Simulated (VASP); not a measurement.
Data:

```xyz
8
Lattice="4.3946 0.0000 0.0000 0.0000 4.3946 0.0000 0.0000 0.0000 4.3946" Properties=species:S:1:pos:R:3 pbc="T T T"
Mn     3.7847     2.8073     1.5874
Mn     1.5874     3.7847     2.8073
Mn     0.6099     0.6099     0.6099
Mn     2.8073     1.5874     3.7847
Si     0.6764     1.5209     2.8737
Si     2.8737     0.6764     1.5209
Si     3.7182     3.7182     3.7182
Si     1.5209     2.8737     0.6764
```
Starting moments (μB, in the order of the record's atoms Mn Mn Mn Mn Si Si Si Si): 1.1 1.1 1.1 1.1 0.0 0.0 0.0 0.0.

Level of theory: PBE GGA, VASP's PBE PAW potentials (set 64) (plane waves; VASP). Numerical set-up: 500 eV cut-off, 7×7×7 Γ-centred mesh, first-order Methfessel-Paxton smearing of 0.10 eV, potentials Mn_pv Si.

Energy and stress use the plane-wave basis of the starting cell. The moments were started parallel, and other spin orders were not tried in this run.

Question: The ions, cell shape and volume at an external pressure of 30.0 GPa are relaxed. Which structure does the run end with?

Answer: 
```xyz
8
Lattice="4.3484 0.0000 0.0000 0.0000 4.3484 0.0000 0.0000 0.0000 4.3484" Properties=species:S:1:pos:R:3 pbc="T T T"
Mn     3.7418     2.7809     1.5676
Mn     1.5676     3.7418     2.7809
Mn     0.6067     0.6067     0.6067
Mn     2.7809     1.5676     3.7418
Si     0.6683     1.5059     2.8425
Si     2.8425     0.6683     1.5059
Si     3.6801     3.6801     3.6801
Si     1.5059     2.8425     0.6683
```
Space group P2_13 (198), at a tolerance of 0.03 Å. The cell ends with 3.11 μB, on the sites 0.81 0.81 0.81 0.81 -0.03 -0.03 -0.03 -0.03 μB.

Question: How do energy and volume change from the first to the last step?

Answer: The energy (σ→0) changes by +51.3 meV/atom and the volume by -3.1 %, in 5 ionic steps.

| step | E(σ→0) (eV) | max force (eV/Å) | pressure (GPa) | volume (Å³) |
|---|---|---|---|---|
| 1 | -60.9887 | 0.017 | 20.09 | 84.87 |
| 2 | -59.2557 | 0.437 | 53.90 | 77.07 |
| 3 | -60.5756 | 0.134 | 30.09 | 82.22 |
| 4 | -60.5854 | 0.131 | 29.84 | 82.27 |
| 5 | -60.5780 | 0.017 | 29.82 | 82.22 |

The compound is MnSi in the B20 structure. This run relaxes it under an external pressure of 30 GPa. Symmetry was kept, so distortions that lower it aren't found.
